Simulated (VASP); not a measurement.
Set up this calculation in VASP 6.6.1, as the native input.

- Task: relaxation of cell and atoms
- Functional: LDA
- Potentials or basis: VASP PAW LDA potentials, release 64 (W_sv, C)
- Cutoff: 520 eV
- k mesh: 18 × 18 × 14
- Occupations: gaussian, width 0.1 eV
- Spin: no spin polarisation
- Further INCAR settings: ALGO = Normal; EDIFF = 1e-07; IBRION = 2; EDIFFG = -0.002; NSW = 80; ISIF = 3

The structure of WC lies in POSCAR:

```
WC
1.0
    2.9065000000      0.0000000000      0.0000000000
   -1.4532500000      2.5171028400      0.0000000000
    0.0000000000      0.0000000000      2.8366000000
W C
1 1
Direct
    0.0000000000      0.0000000000      0.0000000000
    0.6666666700      0.3333333300      0.5000000000
```

The input as run:

INCAR

```
PREC     = Accurate       # precision mode
ENCUT    = 520            # plane-wave cutoff, eV
EDIFF    = 1E-7           # SCF threshold, eV
ISMEAR   = 0              # smearing method
SIGMA    = 0.1            # smearing width, eV
LREAL    = F              # projectors in reciprocal space
LASPH    = T              # aspherical terms in the spheres
NELM     = 80             # most SCF steps
ALGO     = Normal         # electronic algorithm
ISIF     = 3              # what is computed and relaxed
LWAVE    = F              # write WAVECAR
LCHARG   = F              # write CHGCAR
IBRION   = 2              # ionic algorithm
NSW      = 80             # ionic steps
EDIFFG   = -0.002         # ionic threshold
```

KPOINTS

```
Automatic mesh
0
Gamma
  18 18 14
```

Potentials or basis: VASP PAW LDA potentials, release 64 (W_sv, C).

Command:

```sh
$ cat potpaw_LDA.64/W_sv/POTCAR potpaw_LDA.64/C/POTCAR > POTCAR
$ mpirun -np 1 vasp_std > vasp.out
```

Results of the run:

```json
{
  "Relaxed volume": "10.19 Å³/atom",
  "Relaxed cell": "a = 2.890 Å, b = 2.890 Å, c = 2.819 Å, α = 90.00°, β = 90.00°, γ = 120.00°",
  "Space group after relaxing (to 0.05 Å)": "P-6m2 (No. 187)",
  "Energy gained by relaxing": "4.3 meV/atom",
  "Ionic steps": "16",
  "Pressure after relaxing": "0.0 GPa",
  "Band gap on the k mesh": "none (metal or under the smearing width)"
}
```

Run time: 3.2 min on 1 thread of Intel(R) Xeon(R) Platinum 8375C CPU @ 2.90GHz (Ice Lake) (shared host), peak memory 0.22 GiB.
